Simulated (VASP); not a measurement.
```yaml
crystal:
  lattice:
    - [0.00000, 2.72853, 2.72853]
    - [2.72853, 0.00000, 2.72853]
    - [2.72853, 2.72853, 0.00000]
  atoms:
    - { symbol: Ca, position: [0.00000, 0.00000, 0.00000] }
```

Computed with PBEsol GGA, VASP's PBE PAW potentials (set 64) (plane waves; VASP). Numerical set-up: 400 eV cut-off, Gaussian smearing of 0.050 eV, potentials Ca_sv.

Problem. Give the energies of bands 5 to 8 at the high-symmetry points, in eV from the Fermi level.

Solution. 
```
band      Γ      X     U      L     W
----  -----  -----  ----  -----  ----
5     -4.10  -0.50  0.01  -1.02  0.17
6      2.38   0.54  0.39  -0.13  0.70
7      2.38   1.03  0.86   2.26  0.70
8      2.38   4.22  3.35   2.26  2.64
```

It has no gap at this level: it comes out as a metal or semimetal.

The compound is Ca in the fcc structure. It was relaxed first, which changed the volume by -6 %.
